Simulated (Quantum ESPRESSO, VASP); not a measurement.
An input for Quantum ESPRESSO (PBE, PSlibrary ultrasoft (PBE) pseudopotentials):

```
&CONTROL
  calculation = 'scf'
  prefix = 'run'
  outdir = './work'
  pseudo_dir = './'
  tprnfor = .true.
  tstress = .true.
/
&SYSTEM
  ibrav = 1
  A = 2.910000000
  nat = 2
  ntyp = 2
  ecutwfc = 55
  ecutrho = 330
  occupations = 'smearing'
  smearing = 'fermi-dirac'
  degauss = 0.0073499
/
&ELECTRONS
  conv_thr = 1.0d-10
  mixing_beta = 0.4
/
ATOMIC_SPECIES
Al    26.9815  Al.pbe-n-rrkjus_psl.1.0.0.UPF
Fe    55.8450  Fe.pbe-n-rrkjus_psl.1.0.0.UPF
ATOMIC_POSITIONS {crystal}
Al    0.500000000    0.500000000    0.500000000
Fe    0.000000000    0.000000000    0.000000000
K_POINTS {automatic}
2 2 2  0 0 0
```

Problem. Translate it to VASP.

Solution. One set of files that does it:

**POSCAR**
```
FeAl
2.910
  1.0000000000   0.0000000000   0.0000000000
  0.0000000000   1.0000000000   0.0000000000
  0.0000000000   0.0000000000   1.0000000000
Al Fe
1 1
Cartesian
  0.5000000000   0.5000000000   0.5000000000
  0.0000000000   0.0000000000   0.0000000000
```

### INCAR
```
SYSTEM = FeAl
PREC = Accurate; ENCUT = 300; LREAL = .FALSE.
LASPH = .TRUE.
EDIFF = 1E-6; NELM = 100; ALGO = Normal
LMAXMIX = 4
ISMEAR = -1; SIGMA = 0.1
GGA = PE
ISIF = 2
LWAVE = .FALSE.; LCHARG = .FALSE.
```

**KPOINTS**
```
Automatic mesh
0
Gamma
2 2 2
0 0 0
```

POTCAR, in this order: Al Fe (PBE.64 set). Program: vasp_std.

Both inputs were run and reached self-consistency, which says nothing on mesh or cut-off. Potentials, basis and cut-offs are each code's own, so they don't translate, and total energies aren't comparable.

The structure is a typed FeAl crystal (Pm-3m). The cell was not relaxed at this level, and it may have been scaled.
